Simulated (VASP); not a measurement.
An input for Quantum ESPRESSO's pw.x (written as the equivalent of a VASP run, and not itself run):

```
&CONTROL
  calculation = 'scf'
  pseudo_dir = './pseudo'
  outdir = './out'
  tprnfor = .true.
  tstress = .true.
/
&SYSTEM
  ibrav = 0
  nat = 4
  ntyp = 2
  ecutwfc = 84
  occupations = 'smearing'
  smearing = 'gaussian'
  degauss = 0.01999
  input_dft = 'pbe'
/
&ELECTRONS
  conv_thr = 7.3e-08
  electron_maxstep = 100
/
ATOMIC_SPECIES
  Ti 47.867 Ti.upf
  Pt 195.084 Pt.upf
CELL_PARAMETERS angstrom
     3.8739040    0.0000000    0.0000000
     0.0000000    3.8739040    0.0000000
     0.0000000    0.0000000    3.8739040
ATOMIC_POSITIONS crystal
  Ti   0.0000000  0.0000000  0.0000000
  Pt   0.5000000  0.5000000  0.0000000
  Pt   0.0000000  0.5000000  0.5000000
  Pt   0.5000000  0.0000000  0.5000000
K_POINTS automatic
  7 7 7 0 0 0
```

Write the VASP files for the same calculation (PBE).

One answer among several that fit: 
**KPOINTS**
```
K-points
0
Gamma
 7 7 7
```

INCAR:
```
! general
SYSTEM   =  TiPt3
PREC     =  Accurate
ENCUT    =  300
LREAL    =  F
LASPH    =  T   ! aspherical one-centre terms

! electronic loop
EDIFF    =  1E-6
NELM     =  100
ALGO     =  Normal
LMAXMIX  =  6

! smearing
ISMEAR   =  0   ! Gaussian
SIGMA    =  0.272

! functional
GGA      =  PE   ! PBE

! ions
ISIF     =  2   ! forces and stress, cell fixed

! output
LWAVE    =  F
LCHARG   =  F
```

File POSCAR:
```
TiPt3
1
    3.8739040000     0.0000000000     0.0000000000
    0.0000000000     3.8739040000     0.0000000000
    0.0000000000     0.0000000000     3.8739040000
Ti Pt
1 3
Direct
  0.0000000000   0.0000000000   0.0000000000
  0.5000000000   0.5000000000   0.0000000000
  0.0000000000   0.5000000000   0.5000000000
  0.5000000000   0.0000000000   0.5000000000
```

POTCAR, in this order: Ti_sv Pt (PBE.64 set). Program: vasp_std.

What does not carry over: the potentials are each code's own (VASP's PAW set, PseudoDojo norm-conserving files in pw.x), so ENCUT and ecutwfc are chosen apart and not converted; conv_thr bounds pw.x's estimated SCF error, while EDIFF bounds the energy change between steps.

The structure comes from a computed database's TiPt3 entry; how it stands against other phases isn't given here. The cell was not relaxed at this level.
